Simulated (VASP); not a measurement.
Here is the system:

```yaml
crystal:
  lattice:
    - [1.77946, -3.08211, 0.00000]
    - [1.77946, 3.08211, 0.00000]
    - [0.00000, 0.00000, 5.52231]
  atoms:
    - { symbol: Tm, position: [0.33333, 0.66667, 0.25000] }
    - { symbol: Tm, position: [0.66667, 0.33333, 0.75000] }
```

Computed with PBE GGA, VASP's PBE PAW potentials (set 64) (plane waves; VASP 6.6.1). Settings: 400 eV cut-off, Gaussian smearing of 0.050 eV, potentials Tm_3.

The 4f electrons are frozen in the core of the lanthanide potential, so 4f levels, which can set the real gap, and their magnetism are missing.

Question: What does the run give for the band gap (along the path) with the smallest direct gap where there is one?

Answer: 
```yaml
band gap (along the path): none (metal, semimetal or under 0.01 eV)
```

Only differences to runs with the same potentials and settings are physical.

The compound is Tm in the hcp structure. It was relaxed first.
